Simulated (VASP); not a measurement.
# N on Ni(100): which site?, part 3 of 7

Aim: adsorption energies of N on the high-symmetry sites of Ni(100), at a coverage of 1/4.

VASP 6.6.1, plane waves and PAW; the level of theory is named at each step.

Still holding for the runs below: The magnetic state follows from one typed start and may not be the lowest.

So far, largest spin moment in the PAW sphere (μB): step 2 (the bulk reference, job relaxation, k-mesh 19×19×19) 0.684; step 4 (relaxing the slab) 0.786.

### 5. Potential and states of the slab

Level of this step: RPBE, spin-polarised from a ferromagnetic start; plane waves and PAW (Ni) (VASP).

A static run writes the electrostatic potential without exchange and correlation (LVHAR), which is flat in the vacuum and gives the level to count from. The dipole correction cancels the field that unlike faces would set up across the vacuum.

Input file INCAR:

```
SYSTEM = Ni
PREC = Normal
ENCUT = 440
EDIFF = 1E-06
NELM = 120
ISMEAR = 1
SIGMA = 0.15
LREAL = Auto
ALGO = Fast
GGA = RP
NBANDS = 117
ISPIN = 2
MAGMOM = 1 1 1 1 1 1 1 1 1 1 1 1 1 1 1 1
LASPH = .TRUE.
LMAXMIX = 4
LORBIT = 11
LWAVE = .FALSE.
LCHARG = .FALSE.
KPAR = 2
NCORE = 2
IDIPOL = 3
LDIPOL = .TRUE.
DIPOL = 0.5 0.5 0.5
LVHAR = .TRUE.
LVACPOTAV = .TRUE.
NEDOS = 1500
```

Input file POSCAR:

```
Ni
1.0
    5.0272167418      0.0000000000      0.0000000000
    0.0000000000      5.0272167418      0.0000000000
    0.0000000000      0.0000000000     20.3321685729
Ni
16
Selective dynamics
Direct
    0.2500000000      0.2500000000      0.3688735900  F F F
    0.7500000000      0.2500000000      0.3688735900  F F F
    0.2500000000      0.7500000000      0.3688735900  F F F
    0.7500000000      0.7500000000      0.3688735900  F F F
    0.0000000000      0.0000000000      0.4562912000  F F F
    0.5000000000      0.0000000000      0.4562912000  F F F
    0.0000000000      0.5000000000      0.4562912000  F F F
    0.5000000000      0.5000000000      0.4562912000  F F F
    0.2500000000      0.2500000000      0.5453232453  T T T
    0.7500000000      0.2500000000      0.5453232453  T T T
    0.2500000000      0.7500000000      0.5453232453  T T T
    0.7500000000      0.7500000000      0.5453232453  T T T
    0.0000000000      0.0000000000      0.6298322342  T T T
    0.5000000000      0.0000000000      0.6298322342  T T T
    0.0000000000      0.5000000000      0.6298322342  T T T
    0.5000000000      0.5000000000      0.6298322342  T T T
```

Input file KPOINTS:

```
Automatic mesh
0
Gamma
5 5 1
0 0 0
```

Potentials, in the order of the species: Ni (PBE family, release 64).

Launch:

```sh
$ mpirun -np 4 vasp_std
```

The log of the run:

```text
[... set-up lines as in an earlier step ...]
 entering main loop
       N       E                     dE             d eps       ncg     rms          rms(c)
DAV:   1     0.112524771592E+04    0.11252E+04   -0.62526E+04  2808   0.130E+03
DAV:   2     0.179334716385E+02   -0.11073E+04   -0.10376E+04  2808   0.307E+02
DAV:   3    -0.826843006185E+02   -0.10062E+03   -0.89086E+02  2995   0.125E+02
DAV:   4    -0.856903916723E+02   -0.30061E+01   -0.29831E+01  3064   0.251E+01
DAV:   5    -0.857523926530E+02   -0.62001E-01   -0.61997E-01  4134   0.228E+00    0.339E+01
RMM:   6    -0.834351290089E+02    0.23173E+01   -0.12286E+02  3038   0.587E+01    0.425E+01
RMM:   7    -0.998024775036E+02   -0.16367E+02   -0.29690E+01  3082   0.253E+01    0.708E+01
RMM:   8    -0.985831312260E+02    0.12193E+01   -0.11171E+01  3203   0.166E+01    0.690E+01
RMM:   9    -0.773559688636E+02    0.21227E+02   -0.77562E+00  3204   0.134E+01    0.420E+01
RMM:  10    -0.755689457547E+02    0.17870E+01   -0.74389E+00  3188   0.128E+01    0.378E+01
RMM:  11    -0.709776716122E+02    0.45913E+01   -0.60256E+00  3291   0.119E+01    0.309E+01
RMM:  12    -0.702993694208E+02    0.67830E+00   -0.13455E+00  3120   0.504E+00    0.196E+01
RMM:  13    -0.712230165719E+02   -0.92365E+00   -0.88615E-01  3205   0.307E+00    0.104E+01
RMM:  14    -0.718959290447E+02   -0.67291E+00   -0.76277E-01  3297   0.285E+00    0.260E+00
RMM:  15    -0.722063976667E+02   -0.31047E+00   -0.19448E-01  3219   0.120E+00    0.423E+00
RMM:  16    -0.721523625225E+02    0.54035E-01   -0.36627E-02  3182   0.753E-01    0.440E+00
RMM:  17    -0.721843323973E+02   -0.31970E-01   -0.41160E-02  3297   0.614E-01    0.459E+00
RMM:  18    -0.722646830820E+02   -0.80351E-01   -0.17910E-02  3278   0.373E-01    0.455E+00
RMM:  19    -0.724511645033E+02   -0.18648E+00   -0.26265E-01  4028   0.120E+00    0.202E+00
RMM:  20    -0.725067178636E+02   -0.55553E-01   -0.13227E-02  3326   0.468E-01    0.311E+00
RMM:  21    -0.725898696333E+02   -0.83152E-01   -0.23950E-02  3407   0.520E-01    0.285E+00
RMM:  22    -0.727102656121E+02   -0.12040E+00   -0.64146E-02  3645   0.604E-01    0.154E+00
RMM:  23    -0.727968528200E+02   -0.86587E-01   -0.27310E-02  3481   0.405E-01    0.665E-01
RMM:  24    -0.728446480379E+02   -0.47795E-01   -0.43989E-03  3284   0.173E-01    0.864E-01
RMM:  25    -0.729749357389E+02   -0.13029E+00   -0.29951E-02  3692   0.353E-01    0.319E-01
RMM:  26    -0.730110247468E+02   -0.36089E-01   -0.10195E-02  3486   0.197E-01    0.433E-01
RMM:  27    -0.730244334421E+02   -0.13409E-01   -0.34137E-03  3364   0.143E-01    0.559E-01
RMM:  28    -0.730272169850E+02   -0.27835E-02   -0.83688E-04  3292   0.929E-02    0.366E-01
RMM:  29    -0.730296759232E+02   -0.24589E-02   -0.29247E-04  3311   0.522E-02    0.135E-01
RMM:  30    -0.730319795193E+02   -0.23036E-02   -0.24793E-04  3342   0.390E-02    0.728E-02
RMM:  31    -0.730350544294E+02   -0.30749E-02   -0.24004E-04  3392   0.332E-02    0.509E-02
RMM:  32    -0.730372356775E+02   -0.21812E-02   -0.10532E-04  3319   0.220E-02    0.328E-02
RMM:  33    -0.730390070361E+02   -0.17714E-02   -0.70230E-05  3202   0.157E-02    0.138E-02
RMM:  34    -0.730403988028E+02   -0.13918E-02   -0.65129E-05  3067   0.117E-02    0.129E-02
RMM:  35    -0.730412361775E+02   -0.83737E-03   -0.32845E-05  2894   0.102E-02    0.680E-03
RMM:  36    -0.730416695728E+02   -0.43340E-03   -0.19721E-05  2731   0.676E-03    0.302E-03
RMM:  37    -0.730418003011E+02   -0.13073E-03   -0.47351E-06  2471   0.464E-03    0.390E-03
RMM:  38    -0.730418266230E+02   -0.26322E-04   -0.27185E-06  2313   0.365E-03    0.219E-03
RMM:  39    -0.730418398506E+02   -0.13228E-04   -0.10489E-06  2179   0.224E-03    0.100E-03
RMM:  40    -0.730418463705E+02   -0.65199E-05   -0.72719E-07  2139   0.201E-03    0.223E-03
RMM:  41    -0.730418479432E+02   -0.15727E-05   -0.15608E-07  1930   0.133E-03    0.113E-03
RMM:  42    -0.730418492044E+02   -0.12612E-05   -0.76916E-08  1698   0.856E-04    0.721E-04
RMM:  43    -0.730418497421E+02   -0.53772E-06   -0.32993E-08  1370   0.665E-04
 -----------------------------------------------------------------------------
|                                                                             |
|           W    W    AA    RRRRR   N    N  II  N    N   GGGG   !!!           |
|           W    W   A  A   R    R  NN   N  II  NN   N  G    G  !!!           |
|           W    W  A    A  R    R  N N  N  II  N N  N  G       !!!           |
|           W WW W  AAAAAA  RRRRR   N  N N  II  N  N N  G  GGG   !            |
|           WW  WW  A    A  R   R   N   NN  II  N   NN  G    G                |
|           W    W  A    A  R    R  N    N  II  N    N   GGGG   !!!           |
|                                                                             |
|     Did not find any points to average over, which means that no vacuum     |
|     field-free region was found. Please increase the size of  your cell     |
|     in the dimension of the dipole correction to obtain accurate            |
|     workfunction values.                                                    |
|                                                                             |
 -----------------------------------------------------------------------------

   1 F= -.73041850E+02 E0= -.73042109E+02  d E =0.776557E-03  mag=    11.7919
```

It took 2.6 min on 4 MPI ranks of Intel Xeon Platinum 8559C (Emerald Rapids), shared host; peak memory 1.4 GiB; 10 min of CPU time.

OUTCAR, selected parts (step 5):

```text
   NELECT =     160.0000    total number of electrons

 dipolmoment           0.000000      0.000000      0.000203 electrons x Angstroem

 E-fermi :   0.2004

 spin component 1
 k-point     1 :       0.0000    0.0000    0.0000
  band No.  band energies     occupation
    ...
     79      -0.4396      1.00000
     80      -0.4094      1.00000
     81      -0.3698      1.00000
     82      -0.1048      1.00713
     83      -0.0794      1.01205
     84       0.4008     -0.03383
     85       0.7829     -0.00000
     86       0.7829     -0.00000
     87       0.7885     -0.00000
     88       0.7885     -0.00000
    ...

 k-point     2 :       0.2000    0.0000    0.0000
  band No.  band energies     occupation
    ...
     81      -0.4609      1.00000
     82      -0.4146      1.00000
     83      -0.2727      1.00004
     84      -0.2574      1.00007
     85      -0.1764      1.00110
     86       0.8586     -0.00000
     87       1.1389     -0.00000
     88       1.2163     -0.00000
     89       1.2208     -0.00000
     90       1.4373     -0.00000
    ...

  Total       -7.0819898     -7.0819898     -3.0990607      0.0000000      0.0000000      0.0000000
  in kB      -22.0814179    -22.0814179     -9.6627724      0.0000000      0.0000000      0.0000000
  external PRESSURE =     -17.9418694 kB  Pullay stress =       0.0000000 kB

 POSITION                                       TOTAL-FORCE (eV/Angst)
 -----------------------------------------------------------------------------------
      1.25680      1.25680      7.50000        -0.000000     -0.000000      0.306376
      3.77041      1.25680      7.50000        -0.000000     -0.000000      0.306376
      1.25680      3.77041      7.50000         0.000000      0.000000      0.306376
      3.77041      3.77041      7.50000        -0.000000      0.000000      0.306376
      0.00000      0.00000      9.27739         0.000000     -0.000000     -0.259934
      2.51361      0.00000      9.27739         0.000000      0.000000     -0.259934
      0.00000      2.51361      9.27739        -0.000000      0.000000     -0.259934
      2.51361      2.51361      9.27739         0.000000     -0.000000     -0.259934
      1.25680      1.25680     11.08760         0.000000      0.000000     -0.018901
      3.77041      1.25680     11.08760         0.000000     -0.000000     -0.018901
      1.25680      3.77041     11.08760        -0.000000      0.000000     -0.018901
      3.77041      3.77041     11.08760        -0.000000      0.000000     -0.018901
      0.00000      0.00000     12.80586        -0.000000     -0.000000     -0.027541
      2.51361      0.00000     12.80586         0.000000     -0.000000     -0.027541
      0.00000      2.51361     12.80586         0.000000      0.000000     -0.027541
      2.51361      2.51361     12.80586         0.000000     -0.000000     -0.027541
 -----------------------------------------------------------------------------------
    total drift:                                0.000000      0.000000      0.005045

  FREE ENERGIE OF THE ION-ELECTRON SYSTEM (eV)
  ---------------------------------------------------
  free  energy   TOTEN  =       -73.0418497421 eV

  energy  without entropy=      -73.0426262993  energy(sigma->0) =      -73.04210859

 vacuum level on the upper side and lower side of the slab         4.898         4.897

[... 9 parts as in an earlier step ...]

[... 14 further parts left out ...]
```

Numbers from this step:

```yaml
electronic_cycles: 43
fermi_energy: 0.2004 eV
dipole_moment: 0, 0, 2.03e-4 e·Å
vacuum_levels: 4.898, 4.897 eV
work_functions_of_the_upper_and_lower_face: 4.698, 4.697 eV
```

The planar average of the electrostatic potential oscillates, so the rows of the table below give means over windows of 1 Å about each position, cut where the curve ends. Its maxima inside the range that stand out by 2 % of the span (Å: eV): 8.4: -1.80, 10.2: -1.64, 12.0: -2.47. Its minima: 7.5: -17.0, 9.3: -17.0, 11.1: -17.2, 12.8: -17.1.

Zero at the Fermi level. The planar average of the electrostatic potential by height; means over each step:

| height (Å) | planar average of the electrostatic potential (eV) |
| --- | --- |
| 0 | 4.70 |
| 1 | 4.70 |
| 2 | 4.70 |
| 3 | 4.70 |
| 4 | 4.69 |
| 5 | 4.61 |
| 6 | 3.61 |
| 7 | -7.30 |
| 8 | -8.16 |
| 9 | -11.4 |
| 10 | -5.35 |
| 11 | -13.1 |
| 12 | -5.58 |
| 13 | -12.0 |
| 14 | 2.30 |
| 15 | 4.51 |
| 16 | 4.68 |
| 17 | 4.70 |
| 18 | 4.70 |
| 19 | 4.70 |
| 20 | 4.70 |

Density of states in the PAW spheres, an atom over height of the layer and energy from the Fermi level.

Ten even steps from '0' (0.01 states/eV) to '9' (3.91 states/eV), each cell a mean:
```
2222
5335
5335
9879
9669
7667
6556
4665
3443
2443
2442
1331
0110
0000
0000
0000
0000
0000
0000
0000
0000
0000
```
Columns: height of the layer (Å) from 7.5 to 12.8; rows upwards: energy from the Fermi level (eV) from -7.9 to 0.5.

Force by atom:

```csv
atom,x (eV/Å),y (eV/Å),z (eV/Å),size
Ni1,0.000,0.000,0.306,0.306
Ni2,0.000,0.000,0.306,0.306
Ni3,0.000,0.000,0.306,0.306
Ni4,0.000,0.000,0.306,0.306
Ni5,0.000,0.000,-0.260,0.260
Ni6,0.000,0.000,-0.260,0.260
Ni7,0.000,0.000,-0.260,0.260
Ni8,0.000,0.000,-0.260,0.260
Ni9,0.000,0.000,-0.019,0.019
Ni10,0.000,0.000,-0.019,0.019
Ni11,0.000,0.000,-0.019,0.019
Ni12,0.000,0.000,-0.019,0.019
Ni13,0.000,0.000,-0.028,0.028
Ni14,0.000,0.000,-0.028,0.028
Ni15,0.000,0.000,-0.028,0.028
Ni16,0.000,0.000,-0.028,0.028
```

The map of layer states is cut here 0.5 eV above the Fermi level, so it leaves out the states above that.

The vacuum level lies 4.70 eV above the Fermi level at the upper face; both faces agree, as the slab has next to no dipole.

The program found no field-free point at its default tolerance, but its printed level agrees with the flat part of the planar average.

On this mesh the fine structure of the density of states is sampling noise, and high empty states may be cut by the number of bands.

[end of part 3 of 7]

[Lines on the potential files, build, host, timing and source positions are cut from VASP's logs without a mark.]

[Logs are printed without paths, hosts, clocks, repeated set-up lines and the standing remarks that a program may print on its own settings, such as how far it seeks lower states.]

[Hosts, paths, dates, database ids (printed as entryN), source tags and the programs' standing remarks are cut or masked in the printed files.]

[Runs that stopped without an error message from VASP are left out.]
